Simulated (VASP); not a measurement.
Energy against volume of ZnSe (zinc blende). All values below come from r2SCAN meta-GGA, VASP's PBE PAW potentials (set 64) (plane waves; VASP 6.6.1). Run with 520 eV cut-off, 8×8×8 Γ-centred mesh, Gaussian smearing of 0.050 eV, potentials Zn Se.

| V (Å³/atom) | E (eV/atom) |
|---|---|
| 21.418 | -12.43694 |
| 22.102 | -12.45070 |
| 22.786 | -12.45460 |
| 23.469 | -12.45014 |

Question: Fit these four points and predict the energy of the run at 24.153 Å³/atom.

Answer: A cubic in V^(−2/3), the third-order Birch-Murnaghan form, passes through the four points with V0 = 22.74 Å³/atom and B0 = 66 GPa, and gives -12.4386 eV/atom there. The run gave -12.4386 eV/atom, +0.0 meV/atom from the fit; all five points give B0 = 66 GPa.

The compound is ZnSe in the zinc blende structure. It was relaxed first.
